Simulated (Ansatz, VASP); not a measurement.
**AlSiB: VASP beside Ansatz**

```
Al Si B
1.0
     2.98326    0.00000    0.00000
     0.00000    2.98326    0.00000
     0.00000    0.00000    5.14341
Al Si B
1 1 1
Direct
  0.00000 0.00000 0.00000
  0.00000 0.00000 0.50000
  0.50000 0.50000 0.50000
```

Alike in both runs: functional PBE; k mesh 16 × 16 × 10; occupations gaussian, width 0.1 eV; no spin polarisation.

Ansatz relaxed the structure, and its values are those at the end. VASP's run is a single point on that final structure, the one shown.

```csv
,VASP,Ansatz
version,VASP 6.6.1,Ansatz 0.2.0
potentials or method,"VASP PAW PBE potentials, release 64 (Al, Si, B)","scalar-relativistic, plane waves, PAW"
plane-wave cutoff (eV),520,420
valence electrons in the cell,10,10
```

|  | VASP | Ansatz | Ansatz less VASP |
| --- | --- | --- | --- |
| gap on the k mesh at the Fermi level (eV) | none | none | - |
| pressure (GPa) | 0.0 | 0.0 | +0.04 |

A gap of «none» marks a metal or a gap that the smearing closes. With one functional, cell and mesh, what is left measures potentials, basis and numerics.
